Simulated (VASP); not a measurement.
All values below come from revTPSS meta-GGA, VASP's PBE PAW potentials (set 64) (plane waves; VASP).

Input for VASP

### KPOINTS
```
kpoints
0
G
  9 9 9
```

**INCAR**
```
SYSTEM  =  SrVO3
PREC  =  Accurate; ENCUT  =  520; LREAL  =  .FALSE.
LASPH  =  .TRUE.
EDIFF  =  1E-7; NELM  =  100; ALGO  =  Normal
LMAXMIX  =  4; LMIXTAU  =  .TRUE.
ISMEAR  =  -5
METAGGA  =  RTPSS
ISIF  =  2
LWAVE  =  .FALSE.; LCHARG  =  .FALSE.; LORBIT  =  11
NEDOS  =  601
LEFG  =  .TRUE.
```

POSCAR:
```
SrVO3
1
    3.8472552581     0.0000000000     0.0000000000
    0.0000000000     3.8472552581     0.0000000000
    0.0000000000     0.0000000000     3.8472552581
Sr V O
1 1 3
Direct
  0.0000000000   0.0000000000   0.0000000000
  0.5000000000   0.5000000000   0.5000000000
  0.5000000000   0.0000000000   0.5000000000
  0.0000000000   0.5000000000   0.5000000000
  0.5000000000   0.5000000000   0.0000000000
```

### KPOINTS_OPT
```
k-points along high-symmetry lines
10
Line-mode
Reciprocal
  0.000000   0.000000   0.000000 ! GAMMA
  0.000000   0.500000   0.000000 ! X

  0.000000   0.500000   0.000000 ! X
  0.500000   0.500000   0.000000 ! M

  0.500000   0.500000   0.000000 ! M
  0.000000   0.000000   0.000000 ! GAMMA

  0.000000   0.000000   0.000000 ! GAMMA
  0.500000   0.500000   0.500000 ! R

  0.500000   0.500000   0.500000 ! R
  0.000000   0.500000   0.000000 ! X

  0.500000   0.500000   0.500000 ! R
  0.500000   0.500000   0.000000 ! M
```

POTCAR, in this order: Sr_sv V_sv O (PBE.64 set). Program: vasp_std.

Predict the energy per atom (σ→0), band gap (over mesh and band path).

- energy per atom (σ→0): -6.694 eV/atom
- band gap (over mesh and band path): none (metal, semimetal or under 0.01 eV)

### OSZICAR
```
...
DAV:  17    -0.334702142885E+02   -0.14210E-03   -0.72596E-05  2080   0.943E-02    0.701E-03
DAV:  18    -0.334702198488E+02   -0.55602E-05   -0.41426E-06  1960   0.190E-02    0.350E-03
DAV:  19    -0.334702184373E+02    0.14114E-05   -0.14687E-06  2016   0.123E-02    0.243E-03
DAV:  20    -0.334702206189E+02   -0.21815E-05   -0.79214E-07  1800   0.104E-02    0.131E-03
DAV:  21    -0.334702207030E+02   -0.84196E-07   -0.66279E-08   864   0.257E-03
   1 F= -.33470221E+02 E0= -.33470221E+02  d E =0.000000E+00
       N       E                     dE             ncg
       N       E                     dE             ncg
```

The compound is SrVO3 in the cubic perovskite structure. It was relaxed first. The run is not spin-polarised, so no magnetic state was tried. The electron count is odd and the run is not spin-polarised, which forces a metal.
